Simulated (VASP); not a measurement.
An input for Ansatz (written as the equivalent of a VASP run, and not itself run):

Ansatz 0.2 input:
```yaml
crystal:
  lattice:
    - [0.0000000, 2.6162037, 2.6162037]
    - [2.6162037, 0.0000000, 2.6162037]
    - [2.6162037, 2.6162037, 0.0000000]
  atoms:
    - { symbol: Ga, position: [0.0000000, 0.0000000, 0.0000000] }
    - { symbol: P, position: [0.2500000, 0.2500000, 0.2500000] }
kpoints:
  mp_grid: { grid: [9, 9, 9] }
hamiltonian:
  xc: lda
  pseudopotentials: { kind: paw }
scf:
  occupations: { method: gaussian, width: 0.05 }
  max_iter: 100
relax:
  max_steps: 40
  f_tol: 0.02
  cell: { p_target: 10 }
output: { forces: true, stress: true, eigenvalues: true }
```

**Question.** Write the VASP files for the same calculation (LDA).

**Answer.** One answer among several that fit: 
File POSCAR:
```
GaP
1
   -0.0000000000     2.6162036502     2.6162036502
    2.6162036502     0.0000000000     2.6162036502
    2.6162036502     2.6162036502     0.0000000000
Ga P
1 1
Direct
  0.0000000000   0.0000000000   0.0000000000
  0.2500000000   0.2500000000   0.2500000000
```

### INCAR
```
PREC = Accurate
NSW = 40   # most ionic steps
SYSTEM = GaP
LASPH = .TRUE.   # aspherical one-centre terms
NELM = 100
LREAL = .FALSE.
EDIFF = 1E-6
ISIF = 3   # ions, shape and volume
ALGO = Normal   # blocked Davidson
LMAXMIX = 4
LWAVE = .FALSE.
SIGMA = 0.05   # width (eV)
PSTRESS = 100
ENCUT = 500
ISMEAR = 0
LCHARG = .FALSE.
EDIFFG = -0.02   # ionic stop
IBRION = 2   # conjugate gradients
```

**KPOINTS**
```
Automatic mesh
0
Gamma
9 9 9
0 0 0
```

POTCAR, in this order: Ga_d P (LDA.64 set). Program: vasp_std.

What does not carry over: each code has its own PAW files, so the cut-off isn't converted (ENCUT is set for VASP's; basis.ecutwfc is left out, and Ansatz then takes the one that its files recommend); Ansatz stops its SCF on the density residual and VASP on the energy change (EDIFF); Ansatz's lda is the Perdew-Wang form, while the LDA potentials of VASP carry Perdew-Zunger's.

The compound is GaP in the zinc blende structure. It was relaxed first under an external pressure of 10 GPa.
